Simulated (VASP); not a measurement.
Consider the following.

```
CELL_PARAMETERS angstrom
      0.00000     2.22361     2.22361
      2.22361     0.00000     2.22361
      2.22361     2.22361     0.00000
ATOMIC_POSITIONS crystal
  Nb 0.00000 0.00000 0.00000
  C  0.50000 0.50000 0.50000
```

All values below come from PBEsol GGA, VASP's PBE PAW potentials (set 64) (plane waves; VASP). Settings: 520 eV cut-off, 16×16×16 Γ-centred mesh, tetrahedra with Blöchl corrections, potentials Nb_sv C.

### Question
Tabulate the total density of states (states/eV per cell) against energy (eV; zero at the valence-band maximum or, without a gap, the Fermi level).

### Answer

(E (eV), DOS (states/eV)): (-9.98, 0.14); (-9.38, 0.00); (-8.90, 0.00); (-8.30, 0.00); (-7.70, 0.01); (-7.22, 0.21); (-6.62, 0.55); (-6.02, 0.87); (-5.54, 0.98); (-4.94, 1.62); (-4.34, 3.88); (-3.86, 1.26); (-3.26, 0.69); (-2.66, 0.44); (-2.18, 0.27); (-1.58, 0.33); (-0.98, 0.62); (-0.50, 0.64); (0.10, 0.74); (0.70, 0.89); (1.18, 1.23); (1.78, 1.47); (2.38, 1.74); (2.86, 1.22); (3.46, 3.28)
Within 2 eV below the Fermi level the largest weight inside VASP's projection spheres is Nb d, then C p.

The structure was generated: NbC was put into the rock salt type (Fm-3m), which need not be its known phase. It was relaxed first, which changed the volume by -37 %. The electron count is odd and the run is not spin-polarised, which forces a metal.
